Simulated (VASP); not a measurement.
```yaml
crystal:
  lattice:
    - [4.17202, 0.00000, 0.00000]
    - [-2.08601, 3.61308, 0.00000]
    - [0.00000, 0.00000, 2.46601]
  atoms:
    - { symbol: Mn, position: [0.00000, 0.00000, 0.00000], spin: 2.1 }
    - { symbol: Si, position: [0.33333, 0.66667, 0.50000] }
    - { symbol: Si, position: [0.66667, 0.33333, 0.50000] }
```

All values below come from PBEsol GGA, VASP's PBE PAW potentials (set 64) (plane waves; VASP). Run with 400 eV cut-off, 10×10×14 Γ-centred mesh, tetrahedra with Blöchl corrections, potentials Mn_pv Si.

The moments were started parallel, and other spin orders were not tried in this run.

Tabulate the total density of states (states/eV per cell) against energy (eV; zero at the valence-band maximum or, without a gap, the Fermi level).

```
E (eV) | DOS (states/eV)
    -9.98 | ##### 0.62
    -9.74 | ##### 0.62
    -9.50 | ##### 0.62
    -9.26 | ##### 0.63
    -9.02 | ##### 0.63
    -8.90 | ##### 0.62
    -8.66 | ##### 0.60
    -8.42 | ##### 0.57
    -8.18 | ##### 0.56
    -7.94 | ##### 0.55
    -7.70 | ##### 0.55
    -7.46 | ##### 0.57
    -7.22 | ##### 0.63
    -6.98 | ###### 0.73
    -6.74 | ######## 0.91
    -6.62 | ######## 1.01
    -6.38 | ######### 1.10
    -6.14 | ######## 1.00
    -5.90 | ######## 0.94
    -5.66 | ######### 1.05
    -5.42 | ######### 1.13
    -5.18 | ######### 1.14
    -4.94 | ######## 0.96
    -4.70 | ####### 0.87
    -4.46 | ######## 0.97
    -4.34 | ######### 1.14
    -4.10 | ############ 1.47
    -3.86 | ############## 1.68
    -3.62 | ############# 1.61
    -3.38 | ################ 1.96
    -3.14 | ############# 1.55
    -2.90 | ########### 1.36
    -2.66 | ################### 2.34
    -2.42 | ######################## 2.88
    -2.18 | ########### 1.35
    -2.06 | ########### 1.37
    -1.82 | ########### 1.39
    -1.58 | ##################### 2.51
    -1.34 | ###################### 2.65
    -1.10 | ##################### 2.52
    -0.86 | ############################## 3.62
    -0.62 | ################## 2.22
    -0.38 | ############## 1.70
    -0.14 | ################## 2.16
     0.10 | ################### 2.30
     0.22 | ############### 1.84
     0.46 | ################ 1.92
     0.70 | ##################### 2.57
     0.94 | ################# 2.03
     1.18 | ################### 2.27
     1.42 | ########################## 3.17
     1.66 | ##################### 2.56
     1.90 | ############ 1.44
     2.14 | ############# 1.54
     2.38 | ################ 1.91
     2.50 | ############### 1.87
     2.74 | ############# 1.59
     2.98 | ############ 1.43
     3.22 | ############# 1.62
     3.46 | ############# 1.58
```
Within 2 eV below the Fermi level the largest weight inside VASP's projection spheres is Mn d.

The structure was generated: MnSi2 was put into the AlB2 type (P6/mmm), which need not be its known phase. It was relaxed first, which changed the volume by -47 %.
